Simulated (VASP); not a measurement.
A convergence study with VASP on Y (space group P6_3/mmc): one setting is varied, all else stays as given below, so the limit is that of these other settings.

```
Y
1.0
    1.81953    -3.15151     0.00000
    1.81953     3.15151     0.00000
    0.00000     0.00000     5.71281
Y
2
Direct
  0.33333   0.66667   0.25000
  0.66667   0.33333   0.75000
```

These are PBE GGA, VASP's PBE PAW potentials (set 64) (plane waves; VASP 6.6.1) values and carry that method's errors. The tightest run used: 450 eV cut-off, 10×10×6 Γ-centred mesh, Gaussian smearing of 0.10 eV, potentials Y_sv.

```
setting      highest Γ mode (cm⁻¹)  plane waves
-----------  ---------------------  -----------
ENCUT = 150                  172.6          288
ENCUT = 180                  153.5          368
ENCUT = 210                  149.6          482
```

These are the cheaper rows. Estimate the results at ENCUT = 450, and how far the last row shown lies from them.

```
quantity               tightest run  last row shown is off by
---------------------  ------------  ------------------------
highest Γ mode (cm⁻¹)         148.7                       0.9
```

Left out are rungs that failed or repeat a setting and relaxations that didn't move; long series are thinned to 24 rows.

The structure is a typed Y crystal (space group no. 194). The cell was not relaxed at this level.
